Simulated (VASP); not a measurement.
Here is a VASP 6.6.1 calculation.

POSCAR

```
TlZnBr3
1.0
    5.2264349101      0.0000000000      0.0000000000
    0.0000000000      5.2264349101      0.0000000000
    0.0000000000      0.0000000000      5.2264349101
Tl Zn Br
1 1 3
Direct
    0.0000000000      0.0000000000      0.0000000000
    0.5000000000      0.5000000000      0.5000000000
    0.5000000000      0.5000000000      0.0000000000
    0.5000000000      0.0000000000      0.5000000000
    0.0000000000      0.5000000000      0.5000000000
```

INCAR.step1

```
SYSTEM = TlZnBr3
  PREC = Accurate
  ENCUT = 520
  ISMEAR = 0
  SIGMA = 0.01
  LREAL = .FALSE.
  LASPH = .TRUE.
  NELM = 100
  NBANDS = 31
  GGA = PE
  ALGO = Normal
  EDIFF = 1E-4
  LWAVE = .TRUE.
  LCHARG = .FALSE.
```

Contents of INCAR.step2:

```
SYSTEM = TlZnBr3
  PREC = Accurate
  ENCUT = 520
  EDIFF = 1E-6
  ISMEAR = 0
  SIGMA = 0.01
  LREAL = .FALSE.
  LASPH = .TRUE.
  NELM = 100
  ALGO = Normal
  ISIF = 2
  LWAVE = .FALSE.
  LCHARG = .FALSE.
  METAGGA = R2SCAN
  LMIXTAU = .TRUE.
  NBANDS = 31
  ISTART = 1
```

Contents of KPOINTS:

```
regular mesh
0
G
  6 6 6
  0 0 0
```

Potentials or basis: VASP PAW PBE potentials, release 64 (Tl_d, Zn, Br).

The run is started by

```sh
$ cat potpaw_PBE.64/Tl_d/POTCAR potpaw_PBE.64/Zn/POTCAR potpaw_PBE.64/Br/POTCAR > POTCAR
$ cp INCAR.step1 INCAR
$ mpirun -np 1 vasp_std > vasp.out
$ cp INCAR.step2 INCAR
$ mpirun -np 1 vasp_std > vasp.out
```

(1) What does it give for the band gap on the k mesh?

(2) What does it give for the pressure?

Results:

(1) 0.84 eV, indirect (least direct gap 1.53 eV).

(2) -0.5 GPa.

Caveat: the PAW data sets were made with another functional, which shifts forces and pressure a little; spin-orbit coupling is left out, which as a rule narrows the gap of such compounds by several tenths of an eV.
